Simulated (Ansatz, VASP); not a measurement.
# ZrC in two plane-wave programs

Wanted: the spread between two codes on one cell, functional and k mesh. The cell is taken from a series of runs on this material, whose earlier steps may have relaxed, scaled, displaced or heated it; both programs get it as it stands.

Program: Ansatz 0.2.0. Level of theory: plane waves, with VASP 6.6.1 beside it; elastic constants at PBEsol. Results are calculated unless marked as measured.

### Step 1. Starting point

Symmetry: Fm-3m, No. 225, cubic system. The conventional cell has a = 4.669 Å, b = 4.669 Å, c = 4.669 Å, α = 90.00°, β = 90.00°, γ = 90.00°. Nearest to Zr lie 6 C at 2.33 Å. C has 6 Zr at 2.33 Å nearest. Farther neighbours are not listed.

Coordinates:

```
Zr C
1.0
     0.00000    2.33456    2.33456
     2.33456    0.00000    2.33456
     2.33456    2.33456    0.00000
Zr C
1 1
Direct
  0.00000 0.00000 0.00000
  0.50000 0.50000 0.50000
```

### Step 2. VASP: elastic constants, PBEsol

Elastic constants are differences of stresses under small strains, so they test the stress and the mesh.

Lines of VASP's logs that name or quote its potential files are left out, and so is its time.

Contents of INCAR:

```
SYSTEM = ZrC
PREC = Accurate
ENCUT = 600
EDIFF = 1E-08
NELM = 120
ISMEAR = 1
SIGMA = 0.25
LREAL = .FALSE.
ALGO = Normal
GGA = PS
NBANDS = 14
LASPH = .TRUE.
LORBIT = 11
LWAVE = .FALSE.
LCHARG = .FALSE.
ISIF = 3
IBRION = 6
NFREE = 2
POTIM = 0.015
NSW = 1
GGA_COMPAT = .FALSE.
KPAR = 2
```

Contents of POSCAR:

```
ZrC
1.0
    0.0000000000      2.3345640951      2.3345640951
    2.3345640951      0.0000000000      2.3345640951
    2.3345640951      2.3345640951      0.0000000000
Zr C
1 1
Direct
    0.0000000000      0.0000000000      0.0000000000
    0.5000000000      0.5000000000      0.5000000000
```

Contents of KPOINTS:

```
Automatic mesh
0
Gamma
22 22 22
0 0 0
```

Potentials, in the order of the species: Zr_sv and C (PBE family, release 64).

Command:

```
mpirun -np 2 vasp_std
```

Numbers of over 12 decimals in the logs are rounded to 6 here.

Log:

```text
[banner, memory and clock lines left out]
running    2 mpi-ranks, on    1 nodes
 distrk:  each k-point on    1 cores,    2 groups
 distr:  one band on    1 cores,    1 groups

 POSCAR found type information on POSCAR ZrC
 POSCAR found :  2 types and       2 ions
|                                                                             |
|               ----> ADVICE to this user running VASP <----                  |
|                                                                             |
|     You enforced a specific xc type in the INCAR file but a different       |
|     [... a line on the potential file left out ...]
|     I HOPE YOU KNOW WHAT YOU ARE DOING!                                     |
|                                                                             |

 LDA part: xc-table for (Slater+PW92), standard interpolation
 POSCAR, INCAR and KPOINTS ok, starting setup
 FFT: planning ... GRIDC
 FFT: planning ... GRID_SOFT
 FFT: planning ... GRID
 WAVECAR not read
 entering main loop
       N       E                     dE             d eps       ncg     rms          rms(c)
DAV:   1     0.116328324456E+03    0.11633E+03   -0.96146E+03  9184   0.130E+03
DAV:   2    -0.183759747094E+02   -0.13470E+03   -0.12574E+03 11554   0.318E+02
DAV:   3    -0.236473722043E+02   -0.52714E+01   -0.52192E+01 13330   0.561E+01
DAV:   4    -0.237788228210E+02   -0.13145E+00   -0.13139E+00 11450   0.799E+00
DAV:   5    -0.237813290370E+02   -0.25062E-02   -0.25060E-02 12900   0.888E-01    0.217E+01
DAV:   6    -0.207086477881E+02    0.30727E+01   -0.70665E+00 11210   0.234E+01    0.810E+00
DAV:   7    -0.205972889109E+02    0.11136E+00   -0.45200E-01 10472   0.574E+00    0.666E+00
DAV:   8    -0.205952130353E+02    0.20759E-02   -0.25474E-01 10984   0.400E+00    0.393E+00
DAV:   9    -0.205737585468E+02    0.21454E-01   -0.60648E-02 10408   0.175E+00    0.386E-01
DAV:  10    -0.205741859682E+02   -0.42742E-03   -0.20550E-03 12574   0.485E-01    0.461E-01
DAV:  11    -0.205739395722E+02    0.24640E-03   -0.82982E-04 10216   0.238E-01    0.482E-02
DAV:  12    -0.205739363984E+02    0.31737E-05   -0.16600E-05 12278   0.294E-02    0.103E-02
DAV:  13    -0.205739359383E+02    0.46012E-06   -0.11363E-06 11284   0.777E-03    0.428E-03
DAV:  14    -0.205739358779E+02    0.60365E-07   -0.67187E-08 10694   0.181E-03    0.528E-04
DAV:  15    -0.205739358973E+02   -0.19335E-07   -0.69702E-09  6422   0.728E-04    0.483E-04
DAV:  16    -0.205739358961E+02    0.11410E-08   -0.20412E-09  5270   0.377E-04
   1 F= -.20573936E+02 E0= -.20574133E+02  d E =0.590291E-03
[... from here on, the cycles between the ionic steps are left out ...]
   2 F= -.20566122E+02 E0= -.20566315E+02  d E =0.579886E-03
   9 F= -.20571157E+02 E0= -.20571352E+02  d E =0.583805E-03
  10 F= -.20571157E+02 E0= -.20571352E+02  d E =0.583804E-03
  11 F= -.20571157E+02 E0= -.20571352E+02  d E =0.583805E-03
  12 F= -.20571157E+02 E0= -.20571352E+02  d E =0.583804E-03
  13 F= -.20571157E+02 E0= -.20571352E+02  d E =0.583805E-03
  14 F= -.20573077E+02 E0= -.20573274E+02  d E =0.589269E-03
  15 F= -.20573077E+02 E0= -.20573274E+02  d E =0.589268E-03
  16 F= -.20573077E+02 E0= -.20573274E+02  d E =0.589262E-03
 Finite differences progress:
  Degree of freedom:   8/  8
  Displacement:        1/  2
  Total:              15/ 16
 bond charge predicted
       N       E                     dE             d eps       ncg     rms          rms(c)
DAV:   1    -0.205743294791E+02   -0.12522E-02   -0.13528E+00 23352   0.687E+00    0.183E-01
DAV:   2    -0.205734566197E+02    0.87286E-03   -0.67882E-03 30254   0.570E-01    0.926E-02
DAV:   3    -0.205730697247E+02    0.38689E-03   -0.92852E-04 25392   0.239E-01    0.225E-02
DAV:   4    -0.205730781238E+02   -0.83991E-05   -0.10986E-04 29946   0.665E-02    0.171E-02
DAV:   5    -0.205730774227E+02    0.70111E-06   -0.16468E-06 27270   0.153E-02    0.521E-03
DAV:   6    -0.205730773083E+02    0.11444E-06   -0.42020E-07 28750   0.714E-03    0.153E-03
DAV:   7    -0.205730773171E+02   -0.88528E-08   -0.80848E-08 26880   0.228E-03
  17 F= -.20573077E+02 E0= -.20573274E+02  d E =0.589263E-03
 Finite differences progress:
  Degree of freedom:   8/  8
  Displacement:        2/  2
  Total:              16/ 16
```

From OUTCAR (step 2):

```text
ion  position               nearest neighbor table
   1  0.000  0.000  0.000-   2 2.33   2 2.33   2 2.33   2 2.33   2 2.33   2 2.33
   2  0.500  0.500  0.500-   1 2.33   1 2.33   1 2.33   1 2.33   1 2.33   1 2.33

  LATTYP: Found a face centered cubic cell.
 ALAT       =     4.6691281902

 Subroutine GETGRP returns: Found 48 space group operations
 (whereof 48 operations were pure point group operations)

The static configuration has the point symmetry O_h .

 Found    328 irreducible k-points:

   k-points           NKPTS =    328   k-points in BZ     NKDIM =    328   number of bands    NBANDS=     14

   dimension x,y,z NGX =    28 NGY =   28 NGZ =   28
   dimension x,y,z NGXF=    56 NGYF=   56 NGZF=   56

   ENCUT  =  600.0 eV  44.10 Ry    6.64 a.u.   6.59  6.59  6.59*2*pi/ulx,y,z

   NELECT =      16.0000    total number of electrons

 k-points in reciprocal lattice and weights: Automatic mesh
   0.00000000  0.00000000  0.00000000       0.000
   0.04545455  0.00000000  0.00000000       0.001
   0.09090909  0.00000000  0.00000000       0.001
   0.13636364  0.00000000  0.00000000       0.001
   0.18181818  0.00000000  0.00000000       0.001
   0.22727273  0.00000000  0.00000000       0.001
   0.27272727  0.00000000  0.00000000       0.001
   0.31818182  0.00000000  0.00000000       0.001
   0.36363636  0.00000000  0.00000000       0.001
[...]
-0.27272727  0.45454545  0.22727273       0.002
  -0.27272727  0.50000000  0.22727273       0.001

 average (electrostatic) potential at core
       1 -72.7099       2 -44.0236

 E-fermi :   9.7336

 k-point     1 :       0.0000    0.0000    0.0000
  band No.  band energies     occupation
      1     -38.1736      2.00000
      2     -15.9012      2.00000
      3     -15.9012      2.00000
      4     -15.9012      2.00000
      5      -1.6268      2.00000
      6      10.6300     -0.00000
      7      10.6300     -0.00000
      8      10.6741     -0.00000
      9      10.7874     -0.00000
     10      10.8393     -0.00000
    ...

 k-point     2 :       0.0455    0.0000    0.0000
  band No.  band energies     occupation
      1     -38.1713      2.00000
      2     -15.9218      2.00000
      3     -15.9030      2.00000
      4     -15.9029      2.00000
      5      -1.5772      2.00000
      6      10.1285     -0.04801
      7      10.3050     -0.00572
      8      10.3253     -0.00411
      9      10.9484     -0.00000
     10      10.9625     -0.00000
    ...

 k-point     3 :       0.0909    0.0000    0.0000
  band No.  band energies     occupation
    ...
      4     -15.9081      2.00000
      5      -1.4313      2.00000
      6       9.4653      2.06227
      7       9.7521      0.87510
      8       9.7627      0.80411
      9      11.1312     -0.00000
     10      11.1363     -0.00000
     11      11.5769     -0.00000
     12      13.5694     -0.00000
     13      13.5748     -0.00000
    ...

  Total        0.0536668      0.0432652      0.0432652     -0.0000000      0.0000000      0.0000000
  in kB        3.3788510      2.7239703      2.7239703     -0.0000000      0.0000000      0.0000000
  external PRESSURE =       2.9422638 kB  Pullay stress =       0.0000000 kB

  energy-cutoff  :      600.00
  volume of cell :       25.45
      direct lattice vectors                 reciprocal lattice vectors
     0.000000000  2.334564095  2.334564095    -0.214172745  0.214172745  0.214172745
     2.334564095  0.000000000  2.334564095     0.214172745 -0.214172745  0.214172745
     2.334564095  2.334564095  0.000000000     0.214172745  0.214172745 -0.214172745

 POSITION                                       TOTAL-FORCE (eV/Angst)
 -----------------------------------------------------------------------------------
      0.00000      0.00000      0.00000        -0.114418      0.000000      0.000000
      2.31956      2.33456      2.33456         0.114418      0.000000      0.000000
 -----------------------------------------------------------------------------------
    total drift:                                0.000054      0.000000      0.000000

  FREE ENERGIE OF THE ION-ELECTRON SYSTEM (eV)
  ---------------------------------------------------
  free  energy   TOTEN  =       -20.5730773171 eV

  energy  without entropy=      -20.5736665799  energy(sigma->0) =      -20.57327374

  SYMMETRIZED ELASTIC MODULI (kBar)
 Direction    XX          YY          ZZ          XY          YZ          ZX
 --------------------------------------------------------------------------------
 XX        4998.7468   1053.4233   1053.4233      0.0000     -0.0000      0.0000
 YY        1053.4233   4998.7468   1053.4233     -0.0000      0.0000     -0.0000
 ZZ        1053.4233   1053.4233   4998.7468     -0.0000     -0.0000      0.0000
 XY           0.0000     -0.0000     -0.0000   1557.9981      0.0000      0.0000
 YZ          -0.0000      0.0000     -0.0000      0.0000   1557.9981      0.0000
 ZX           0.0000     -0.0000      0.0000      0.0000      0.0000   1557.9981
 --------------------------------------------------------------------------------

 Eigenvectors and eigenvalues of the dynamical matrix
 ----------------------------------------------------

   1 f  =   13.253441 THz    83.273825 2PiTHz  442.087202 cm-1    54.811803 meV
             X         Y         Z           dx          dy          dz
      0.000000  0.000000  0.000000    -0.341182    0.000000    0.000000
      2.334564  2.334564  2.334564     0.939997    0.000000    0.000000

   2 f  =   13.253441 THz    83.273825 2PiTHz  442.087202 cm-1    54.811803 meV
             X         Y         Z           dx          dy          dz
      0.000000  0.000000  0.000000     0.000000    0.000000   -0.341182
      2.334564  2.334564  2.334564     0.000000    0.000000    0.939997

   3 f  =   13.253441 THz    83.273825 2PiTHz  442.087202 cm-1    54.811803 meV
             X         Y         Z           dx          dy          dz
      0.000000  0.000000  0.000000    -0.000000    0.341182    0.000000
      2.334564  2.334564  2.334564     0.000000   -0.939997    0.000000

   4 f/i=    0.001220 THz     0.007666 2PiTHz    0.040700 cm-1     0.005046 meV
             X         Y         Z           dx          dy          dz
      0.000000  0.000000  0.000000    -0.000000   -0.939997    0.000000
      2.334564  2.334564  2.334564     0.000000   -0.341182    0.000000

   5 f/i=    0.001220 THz     0.007666 2PiTHz    0.040700 cm-1     0.005046 meV
             X         Y         Z           dx          dy          dz
      0.000000  0.000000  0.000000     0.939997    0.000000    0.000000
      2.334564  2.334564  2.334564     0.341182    0.000000    0.000000

   6 f/i=    0.001220 THz     0.007666 2PiTHz    0.040700 cm-1     0.005046 meV
             X         Y         Z           dx          dy          dz
      0.000000  0.000000  0.000000     0.000000    0.000000    0.939997
      2.334564  2.334564  2.334564     0.000000    0.000000    0.341182

 ELASTIC MODULI CONTR FROM IONIC RELAXATION (kBar)
 Direction    XX          YY          ZZ          XY          YZ          ZX
 --------------------------------------------------------------------------------
 XX           0.0000      0.0000      0.0000      0.0000      0.0000      0.0000
 YY           0.0000      0.0000      0.0000      0.0000      0.0000      0.0000
 ZZ           0.0000      0.0000      0.0000      0.0000      0.0000      0.0000
 XY           0.0000      0.0000      0.0000      0.0000      0.0000      0.0000
 YZ           0.0000      0.0000      0.0000      0.0000      0.0000      0.0000
 ZX           0.0000      0.0000      0.0000      0.0000      0.0000      0.0000
 --------------------------------------------------------------------------------

 TOTAL ELASTIC MODULI (kBar)
 Direction    XX          YY          ZZ          XY          YZ          ZX
 --------------------------------------------------------------------------------
 XX        4998.7468   1053.4233   1053.4233      0.0000     -0.0000      0.0000
 YY        1053.4233   4998.7468   1053.4233     -0.0000      0.0000     -0.0000
 ZZ        1053.4233   1053.4233   4998.7468     -0.0000     -0.0000      0.0000
 XY           0.0000     -0.0000     -0.0000   1557.9981      0.0000      0.0000
 YZ          -0.0000      0.0000     -0.0000      0.0000   1557.9981      0.0000
 ZX           0.0000     -0.0000      0.0000      0.0000      0.0000   1557.9981
 --------------------------------------------------------------------------------

 total charge
# of ion       s       p       d       tot
------------------------------------------
    1        2.181   6.046   1.667   9.894
    2        0.881   1.472   0.000   2.353
--------------------------------------------------
tot          3.062   7.518   1.667  12.247

[... 3 further parts left out ...]
```

The last energy, forces, stress and levels in OUTCAR belong to the last displaced cell, not to the cell of POSCAR.

Levels, forces or a CONTCAR printed for this step are those of its last displaced cell, not of the structure at rest.

(Continued in part 2 of 2.)

[Lines on the potential files, build, host, timing and source positions are cut from VASP's logs without a mark.]

[Logs are printed without paths, hosts, clocks, repeated set-up lines and the standing remarks that a program may print on its own settings, such as how far it seeks lower states.]

[Hosts, paths, dates, database ids (printed as entryN), source tags and the programs' standing remarks are cut or masked in the printed files.]
